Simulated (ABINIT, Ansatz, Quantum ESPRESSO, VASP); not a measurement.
One structure in several programs: SiRu (Pm-3m, 2 atoms in the cell)

Self-consistent single point.

```
SiRu
1.0
    2.91612     0.00000     0.00000
    0.00000     2.91612     0.00000
    0.00000     0.00000     2.91612
Si Ru
1 1
Direct
  0.50000   0.50000   0.50000
  0.00000   0.00000   0.00000
```

Shared settings, as Ansatz (a program for electronic structure) writes them: kpoints.mp_grid.grid = 8 8 8; magnetization.spin_orbit = true; scf.occupations.method = fermi_dirac; scf.occupations.width = 0.0073 Ry. Potentials and cutoffs stand in the table.

| code | model | pressure (GPa) | cutoff |
|---|---|---|---|
| VASP | LDA (PZ), spin-orbit coupling, VASP's LDA PAW potentials (set 64) | -6.52 | 300 eV |
| Ansatz | LDA (PW92) with spin-orbit coupling, default PAW files made with PBE | -6.84 | 30.9 Ry |
| Quantum ESPRESSO | LDA (PZ), spin-orbit coupling, PseudoDojo fully relativistic norm-conserving (PBE) pseudopotentials | -3.10 | 85 Ry |
| ABINIT | LDA (PW92), spin-orbit coupling, PAW (JTH v2.0 LDA PAW) | -6.42 | 544 eV |

The spread over the programs that give each value: pressure within 3.74 GPa.

Ansatz's pressure is given at a fixed set of plane waves, as the other plane-wave codes print theirs; with its correction for the finite basis it is -6.79 GPa. The same LDA comes in different parametrisations, which differ slightly. In the pressure, Quantum ESPRESSO (by 3.37) lies more than 1 GPa from the median of the plane-wave programs.

VASP's run is marked for a possible Pulay error in its stress at this cutoff; no cutoff test was made.

The starting cell comes from a database of computed structures (which also holds hypothetical and non-ambient phases and stackings), without a prior relaxation at this level.

Left out of this page: Elk and FLEUR (not drawn, or without a comparable value).

Keys are those of Ansatz 0.2.
